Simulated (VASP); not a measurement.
Runs of VASP 6.6.1 on KAl. It takes space group Pm-3m (No. 221, cubic). Conventional cell: a = 4.127 Å, b = 4.127 Å, c = 4.127 Å, α = 90.00°, β = 90.00°, γ = 90.00°. Around K (site symmetry m-3m) lie 8 Al at 3.57 Å. Al (site symmetry m-3m) is surrounded by 8 K at 3.57 Å. The cell was built by a generator and needn't be a form met in nature.

```csv
level,potentials or basis,other keys,pressure (GPa)
AM05,"VASP PAW PBE potentials, release 64 (K_sv, Al)",-,-0.6
RPBE,"VASP PAW PBE potentials, release 64 (K_sv, Al)",-,0.9
BLYP,"VASP PAW PBE potentials, release 64 (K_sv, Al)",-,(b)
PBEsol,"VASP PAW PBE potentials, release 64 (K_sv, Al)",-,(a)
PBE,"VASP PAW PBE potentials, release 64 (K_sv, Al)",-,0.0
TPSS,"VASP PAW PBE potentials, release 64 (K_sv, Al)",-,0.2
```

Alike in all rows: task band structure; no spin polarisation; cell as given; k mesh 7 × 7 × 7; cutoff (eV) 520; smearing fermi-dirac 0.05 eV.

Task: Fill in the values left out.

Result: (a) -0.8; (b) 1.3.

Caveats: the PAW data sets were made with another functional, which shifts forces and pressure a little (some runs).
